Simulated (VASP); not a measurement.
Consider the following.

```
CELL_PARAMETERS angstrom
      3.18554    -2.00788     0.00000
      3.18554     2.00788     0.00000
      0.00000     0.00000     8.19990
ATOMIC_POSITIONS crystal
  Cl 0.88548 0.11452 0.60475
  Cl 0.11452 0.88548 0.39525
  Cl 0.61452 0.38548 0.10475
  Cl 0.38548 0.61452 0.89525
```

Computed with PBE GGA, VASP's PBE PAW potentials (set 64) (plane waves; VASP). Settings: 300 eV cut-off, 10×10×4 Γ-centred mesh, Gaussian smearing of 0.010 eV, potentials Cl.

At this cut-off the stress carries a Pulay error, which pulls relaxed volumes low.

Task: Give the force on each atom (eV/Å).

Result: 
```tsv
atom	Fx	Fy	Fz
Cl1	0.000	0.593	1.082
Cl2	0.000	-0.593	-1.082
Cl3	0.000	-0.593	1.082
Cl4	0.000	0.593	-1.082
```

Task: Give the stress tensor in GPa (positive for a compressed cell).

Result: 
```
1.11  0.00  0.00
0.00  2.82  0.00
0.00  0.00  6.84
```
The pressure is its mean diagonal, 3.59 GPa.

The structure comes from a computed database's Cl2 entry; how it stands against other phases isn't given here. The cell was not relaxed at this level.
